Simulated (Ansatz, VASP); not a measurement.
# WS2 (2H-WS2 bilayer, AA): VASP beside Ansatz, part 2 of 2

Aim: how closely do two programs agree when they are given the same cell, functional and k mesh? Of the first pair: The structure shown is the start of the Ansatz relaxation below; VASP solves that cell, so the two are compared at the walk's first step.

VASP 6.6.1 and Ansatz 0.2.0.

So far: Starting point; Ansatz: relaxation, r2SCAN with D4; VASP: single point, r2SCAN with D4, start cell, pair 1.

### 4. Comparison

Known differences besides the potentials themselves: VASP keeps PBE cores, Ansatz makes them for the functional; Ansatz cuts the interaction across the vacuum, VASP repeats the sheet with a dipole correction; the data sets hold 52 valence electrons in Ansatz (on its default PAW (the set named soft_2) files) and 36 in VASP; the cutoff is 500 eV in Ansatz and 580 eV in VASP. Total energies have different zeros and are not compared.

Forces (eV/Å; atoms numbered as in POSCAR):

```
atom        Ansatz x, y, z          VASP x, y, z
  S1   0.000, 0.000, 2.964   0.000, 0.000, 3.052
  S2  0.000, 0.000, -3.472  0.000, 0.000, -3.559
  S3   0.000, 0.000, 3.472   0.000, 0.000, 3.559
  S4  0.000, 0.000, -2.964  0.000, 0.000, -3.052
  W5  0.000, 0.000, -0.115  0.000, 0.000, -0.118
  W6   0.000, 0.000, 0.115   0.000, 0.000, 0.118
```

The forces differ by 41 meV/Å r.m.s., which is 2.6 % of the r.m.s. force of 1.563 eV/Å (both taken over all components). With vacuum in the cell, a pressure given here is an average over mostly empty space and none of the material.

### 5. Ansatz: relaxation, r2SCAN with D4

This run makes the geometry at which the two programs are then compared.

The structure compared here is the end of the Ansatz relaxation.

Input file input.yaml:

```yaml
crystal:
  lattice:
    - [3.18, 0.0, 0.0]
    - [-1.59, 2.753960784, 0.0]
    - [0.0, 0.0, 27.9512404648]
  atoms:
    - { symbol: S, position: [0.3333333333, 0.6666666667, 0.3219892874] }
    - { symbol: W, position: [0.0, 0.0, 0.3841622031] }
    - { symbol: S, position: [0.3333333333, 0.6666666667, 0.4463351188] }
    - { symbol: S, position: [0.3333333333, 0.6666666667, 0.5536648812] }
    - { symbol: W, position: [0.0, 0.0, 0.6158377969] }
    - { symbol: S, position: [0.3333333333, 0.6666666667, 0.6780107126] }
  periodic: [true, true, false]
kpoints:
  mp_grid: { grid: [12, 12, 1] }
hamiltonian:
  xc: r2scan
  dispersion: d4
scf:
  occupations: { method: fermi_dirac, width: 0.05 }
  convergence: { dr2_threshold: 1.0e-09 }
relax:
  f_tol: 0.004
  max_steps: 90
  cell: {}
output:
  write_potential: true
  write_density: true
  volumetric_format: npy
```

Run with:

```sh
ansatz run input.yaml --threads 4 --pin off --max-ram 6144MiB --backend cpu --events-out ev --progress --plain --runs-dir out
```

Numbers of over 12 decimals in the logs are rounded to 6 here.

What it wrote:

```text
[...]
Crystal: 6 atoms, lattice volume = 382.729 Å³
[...]
SCF iter   8: F=—  HF=-24423.967960 eV  |F-HF|=—  |Δ(HF+E_count)|=   2.16e-9  Δρ=5.79e-7  dr2=9.40e-9  dr2_τ=1.93e-10  ethr=1.43e-11  ⟨swp⟩=4.0  Hψ=1485  notcnv=0
[...]
- [-1.585749, 2.746597, 0]
    - [0, 0, 43.702481]
  atoms:
    - { symbol: S, position: [0.333333, 0.666667, 0.205589] }
    - { symbol: W, position: [-2.3555532538642805e-17, 1.644774850949476e-17, 0.241314] }
    - { symbol: S, position: [0.333333, 0.666667, 0.277027] }
    - { symbol: S, position: [0.333333, 0.666667, 0.362553] }
    - { symbol: W, position: [-2.5787712999534947e-17, 1.6447748509494762e-17, 0.398267] }
    - { symbol: S, position: [0.333333, 0.666667, 0.433991] }
[key lines of the parts left out:]
SCF converged after 4 iterations
Free energy (F): -24423.967795 eV
Fermi energy:    -4.853016 eV
P = ½ c Tr σ = -0.0054 N/m
```

### 6. VASP: single point, r2SCAN with D4, relaxed cell, pair 2

The same cell, functional, mesh and smearing now go to VASP, with its own data sets.

Input file INCAR:

```
SYSTEM = WS2
PREC = Accurate
ENCUT = 580
EDIFF = 1E-06
NELM = 300
ISMEAR = -1
SIGMA = 0.05
LREAL = .FALSE.
ALGO = Normal
METAGGA = R2SCAN
IVDW = 13
VDW_S6 = 1
VDW_S8 = 0.6018749
VDW_A1 = 0.51559235
VDW_A2 = 5.77342911
LASPH = .TRUE.
NBANDS = 24
LORBIT = 11
LWAVE = .FALSE.
LCHARG = .FALSE.
ISIF = 2
LDIPOL = .TRUE.
IDIPOL = 3
DIPOL = 0.5 0.5 0.32
LVHAR = .TRUE.
GGA_COMPAT = .FALSE.
EFERMI = MIDGAP
NELMDL = -8
LMIXTAU = .TRUE.
KPAR = 2
AMIX = 0.1
BMIX = 1E-04
```

Input file POSCAR:

```
WS2
1.0
    3.1714976087      0.0000000000      0.0000000000
   -1.5857488043      2.7465974972      0.0000000000
    0.0000000000      0.0000000000     43.7024809328
S W
4 2
Direct
    0.3333333333      0.6666666667      0.2055891311
    0.3333333333      0.6666666667      0.2770268206
    0.3333333333      0.6666666667      0.3625533558
    0.3333333333      0.6666666667      0.4339910453
    0.0000000000      0.0000000000      0.2413135723
    0.0000000000      0.0000000000      0.3982666041
```

Input file KPOINTS:

```
Automatic mesh
0
Gamma
12 12 1
0 0 0
```

PAW data sets: S and W (PBE family, release 64).

Run with:

```sh
mpirun -np 2 vasp_std
```

What it wrote:

```text
[banner, memory and clock lines left out]
running    2 mpi-ranks, on    1 nodes
[...]
[... a notice as in an earlier step ...]

 LDA part: xc-table for (None), standard interpolation
 POSCAR, INCAR and KPOINTS ok, starting setup
[...]
entering main loop
       N       E                     dE             d eps       ncg     rms          rms(c)
DAV:   1     0.215994713890E+03    0.21599E+03   -0.13419E+04   920   0.123E+03
DAV:   2    -0.101737941009E+03   -0.31773E+03   -0.30583E+03  1400   0.232E+02
DAV:   3    -0.145937554798E+03   -0.44200E+02   -0.43967E+02  1184   0.100E+02
DAV:   4    -0.147083958949E+03   -0.11464E+01   -0.11400E+01  1240   0.198E+01
[...]
DAV:  27    -0.140280157053E+03   -0.51724E-05   -0.17431E-06   688   0.113E-02    0.681E-03
DAV:  28    -0.140280158335E+03   -0.12823E-05   -0.18487E-06   776   0.108E-02    0.177E-02
DAV:  29    -0.140280157907E+03    0.42815E-06   -0.25925E-07   656   0.404E-03
   1 F= -.14101649E+03 E0= -.14101649E+03  d E =-.216316E-08
```

Parts of OUTCAR (step 6):

```text
  Edisp (eV):   -0.73633

  Total      -0.50186    -0.50186    -0.38973    -0.00000     0.00000     0.00000
  in kB      -2.11217    -2.11217    -1.64026    -0.00000     0.00000     0.00000
  external pressure =       -1.95 kB  Pullay stress =        0.00 kB

 POSITION                                       TOTAL-FORCE (eV/Angst)
 -----------------------------------------------------------------------------------
     -0.00000      1.83106      8.98476        -0.000000      0.000000      0.061498
     -0.00000      1.83106     12.10676        -0.000000      0.000000     -0.061756
     -0.00000      1.83106     15.84448        -0.000000      0.000000      0.061756
     -0.00000      1.83106     18.96649        -0.000000      0.000000     -0.061498
      0.00000      0.00000     10.54600         0.000000     -0.000000     -0.002197
      0.00000      0.00000     17.40524         0.000000     -0.000000      0.002197
 -----------------------------------------------------------------------------------
    total drift:                                0.000000      0.000000     -0.000075

  FREE ENERGIE OF THE ION-ELECTRON SYSTEM (eV)
  ---------------------------------------------------
  free  energy   TOTEN  =      -141.0164892419 eV

  energy  without entropy=     -141.0164892398  energy(sigma->0) =     -141.01648924

[... 1 part as in an earlier step ...]

[... 2 further parts left out ...]
[key lines of the parts left out:]
E-fermi :  -1.6362
```

### 7. Comparison

What differs besides the data sets and the points named for the pairs above, as far as they apply: the data sets hold 52 valence electrons in Ansatz (on its default PAW (the set named soft_2) files) and 36 in VASP. Total energies have different zeros and are not compared.

Both answers:

```
              quantity  Ansatz   VASP  difference
gap on the k mesh (eV)   1.723  1.741      -0.018
```

Forces (eV/Å; atoms numbered as in POSCAR):

```
atom        Ansatz x, y, z          VASP x, y, z
  S1   0.000, 0.000, 0.001   0.000, 0.000, 0.061
  S2   0.000, 0.000, 0.000  0.000, 0.000, -0.062
  S3   0.000, 0.000, 0.000   0.000, 0.000, 0.062
  S4  0.000, 0.000, -0.001  0.000, 0.000, -0.061
  W5  0.000, 0.000, -0.001  0.000, 0.000, -0.002
  W6   0.000, 0.000, 0.001   0.000, 0.000, 0.002
```

The forces differ by 29 meV/Å r.m.s., where the r.m.s. force is 0.000 eV/Å in Ansatz and 0.029 eV/Å in VASP: the atoms lie near their places of rest in Ansatz, so a percentage would say little (all taken over all components). A gap on the mesh is an upper bound, since the band edges may lie between its points; neither run holds spin-orbit coupling, which can move the band edges of a compound of W. With vacuum in the cell, a pressure given here is an average over mostly empty space and none of the material.

### 8. What came out

```json
{"r.m.s. force difference (single point, r2SCAN with D4, start cell, pair 1)": "2.6 % of the r.m.s. force", "r.m.s. force difference (single point, r2SCAN with D4, relaxed cell, pair 2)": "29 meV/Å"}
```

**Reading.** The r.m.s. force difference is 29 meV/Å (single point, r2SCAN with D4, relaxed cell, pair 2), beyond the 12 meV/Å picked in this series as the mark of a large difference. The data sets hold unlike numbers of valence electrons (52 in Ansatz and 36 in VASP), so part of the differences comes from the potentials. What causes the difference of the single point, r2SCAN with D4, relaxed cell, pair 2 pair stays open here. VASP runs on this material, other cells of it included, that failed, so that no pair exists: single point, r2SCAN (not converged). Such differences can come from data sets, numerical settings and the points named under the comparisons, not from the functional's error against experiment.

[Lines on the potential files, build, host, timing and source positions are cut from VASP's logs without a mark.]

[Logs are printed without paths, hosts, clocks, repeated set-up lines and the standing remarks that a program may print on its own settings, such as how far it seeks lower states.]

[Hosts, paths, dates, database ids (printed as entryN), source tags and the programs' standing remarks are cut or masked in the printed files.]
